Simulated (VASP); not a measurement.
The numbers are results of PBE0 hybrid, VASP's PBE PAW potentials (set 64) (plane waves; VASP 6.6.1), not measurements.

VASP ran on this input.

**POSCAR**
```
BAs
1
    0.0000000000     2.3944440000     2.3944440000
    2.3944440000     0.0000000000     2.3944440000
    2.3944440000     2.3944440000     0.0000000000
B As
1 1
Direct
  0.2500000000   0.2500000000   0.2500000000
  0.0000000000   0.0000000000   0.0000000000
```

### INCAR
```
# general
SYSTEM   = BAs
PREC     = Accurate
ENCUT    = 400   # plane-wave cut-off (eV)
LREAL    = .FALSE.   # projection in real space or not
LASPH    = .TRUE.
ISYM     = 3

# electronic loop
EDIFF    = 1E-6   # SCF stop (eV)
NELM     = 100   # most electronic steps
ALGO     = Normal   # blocked Davidson
LMAXMIX  = 4   # l cut-off of mixed one-centre charges

# smearing
ISMEAR   = 0   # Gaussian
SIGMA    = 0.05

# functional
GGA      = PE
LHFCALC  = .TRUE.
AEXX     = 0.25
HFRCUT   = -1
PRECFOCK = Fast

# ions
ISIF     = 2   # forces and stress, cell fixed

# output
LWAVE    = .FALSE.
LCHARG   = .FALSE.
```

### KPOINTS
```
Automatic mesh
0
Gamma
8 8 8
0 0 0
```

POTCAR, in this order: B As (PBE.64 set). Program: vasp_std.

What VASP printed:

**OUTCAR**
```
 ion  position               nearest neighbor table
   1  0.250  0.250  0.250-   2 2.07   2 2.07   2 2.07   2 2.07
   2  0.000  0.000  0.000-   1 2.07   1 2.07   1 2.07   1 2.07
  LATTYP: Found a face centered cubic cell.
 ALAT       =     4.7888880000
 Subroutine PRICEL returns:
 Original cell was already a primitive cell.
 Subroutine GETGRP returns: Found 24 space group operations
The static configuration has the point symmetry T_d .
The dynamic configuration has the point symmetry T_d .
 Subroutine INISYM returns: Found 24 space group operations
 Subroutine IBZKPT returns following result:
 Found     29 irreducible k-points:

 Following reciprocal coordinates:
            Coordinates               Weight
  0.000000  0.000000  0.000000      1.000000
  0.125000  0.000000  0.000000      8.000000
  0.250000  0.000000  0.000000      8.000000
  0.375000  0.000000  0.000000      8.000000
  0.500000  0.000000  0.000000      4.000000
  0.125000  0.125000  0.000000      6.000000
  0.250000  0.125000  0.000000     24.000000
  0.375000  0.125000  0.000000     24.000000
  0.500000  0.125000  0.000000     24.000000
...
```

**OSZICAR**
```
       N       E                     dE             d eps       ncg     rms          rms(c)
DAV:   1    -0.567513266079E+03   -0.56751E+03   -0.34092E+03   472   0.708E+02
DAV:   2    -0.584660479170E+03   -0.17147E+02   -0.15907E+02   752   0.889E+01
DAV:   3    -0.584870191803E+03   -0.20971E+00   -0.20971E+00   568   0.120E+01
DAV:   4    -0.584870459454E+03   -0.26765E-03   -0.26752E-03   656   0.462E-01
DAV:   5    -0.149189190722E+02    0.56995E+03   -0.31062E+00   464   0.128E+01    0.643E+00
DAV:   6    -0.142270608768E+02    0.69186E+00   -0.11786E+00   512   0.656E+00    0.391E+00
DAV:   7    -0.141743596323E+02    0.52701E-01   -0.57793E-01   528   0.413E+00    0.214E+00
DAV:   8    -0.141782056459E+02   -0.38460E-02   -0.66562E-02   544   0.152E+00    0.116E+00
DAV:   9    -0.141725076096E+02    0.56980E-02   -0.54340E-03   520   0.540E-01    0.668E-01
DAV:  10    -0.141708283949E+02    0.16792E-02   -0.42780E-03   544   0.414E-01    0.405E-01
DAV:  11    -0.141707190288E+02    0.10937E-03   -0.10694E-03   616   0.207E-01    0.261E-01
DAV:  12    -0.141706986616E+02    0.20367E-04   -0.10587E-04   536   0.795E-02    0.157E-01
DAV:  13    -0.141706960315E+02    0.26300E-05   -0.42052E-05   568   0.499E-02    0.910E-02
DAV:  14    -0.141707043874E+02   -0.83558E-05   -0.19662E-05   624   0.332E-02    0.511E-02
DAV:  15    -0.141707109567E+02   -0.65693E-05   -0.54359E-06   576   0.196E-02    0.287E-02
DAV:  16    -0.141707145765E+02   -0.36198E-05   -0.16843E-06   552   0.122E-02    0.163E-02
DAV:  17    -0.141707164811E+02   -0.19047E-05   -0.71796E-07   440   0.802E-03    0.934E-03
DAV:  18    -0.141707174511E+02   -0.96996E-06   -0.31074E-07   264   0.533E-03
   1 F= -.14170717E+02 E0= -.14170717E+02  d E =-.652600E-12
```

### OUTCAR
```
------------------------ aborting loop because EDIFF is reached ----------------------------------------
  FORCE on cell =-STRESS in cart. coord.  units (eV):
  Direction    XX          YY          ZZ          XY          YZ          ZX
  --------------------------------------------------------------------------------------
  Total       -0.3033414     -0.3033414     -0.3033414      0.0000000     -0.0000000      0.0000000
  in kB      -17.7010166    -17.7010166    -17.7010166      0.0000000     -0.0000000      0.0000000
  external PRESSURE =     -17.7010166 kB  Pullay stress =       0.0000000 kB
  volume of cell :       27.46
      direct lattice vectors                 reciprocal lattice vectors
     0.000000000  2.394444000  2.394444000    -0.208816744  0.208816744  0.208816744
     2.394444000  0.000000000  2.394444000     0.208816744 -0.208816744  0.208816744
     2.394444000  2.394444000  0.000000000     0.208816744  0.208816744 -0.208816744
  FREE ENERGIE OF THE ION-ELECTRON SYSTEM (eV)
  ---------------------------------------------------
  free  energy   TOTEN  =       -14.1707174511 eV

  energy  without entropy=      -14.1707174511  energy(sigma->0) =      -14.17071745

  exchange ACFDT corr.  =         0.00000000  see jH, gK, PRB 81, 115126
```
(Selected blocks of OUTCAR.)

At this cut-off the stress carries a Pulay error, which pulls relaxed volumes low.

The structure comes from a computed database's BAs entry; how it stands against other phases isn't given here. The cell was not relaxed at this level. The run is one of a series of settings (KPOINTS 8×8×8 Γ-centred mesh against the base run), some of them coarse on purpose.
